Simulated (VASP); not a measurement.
Li (relaxed from the fcc structure, space group Fm-3m): computed properties

All values below come from PBEsol GGA, VASP's PBE PAW potentials (set 64) (plane waves; VASP).

| Item | Value |
|---|---|
| space group | Fm-3m (225) |
| cell | a = 4.320 Å, b = 4.320 Å, c = 4.320 Å, α = 90.00°, β = 90.00°, γ = 90.00° |
| volume per atom | 20.16 Å³/atom |
| band gap (over mesh and band path) | none (metal, semimetal or under 0.01 eV) |
| density | 0.57 g/cm³ |

```
Li
1.0
    0.00000     2.16020     2.16020
    2.16020     0.00000     2.16020
    2.16020     2.16020     0.00000
Li
1
Direct
  0.00000   0.00000   0.00000
```

The structure was generated: Li was put into the fcc type (Fm-3m), which need not be its known phase. It was relaxed first, which changed the volume by -5 %. Symmetry was kept, so distortions that lower it aren't found.
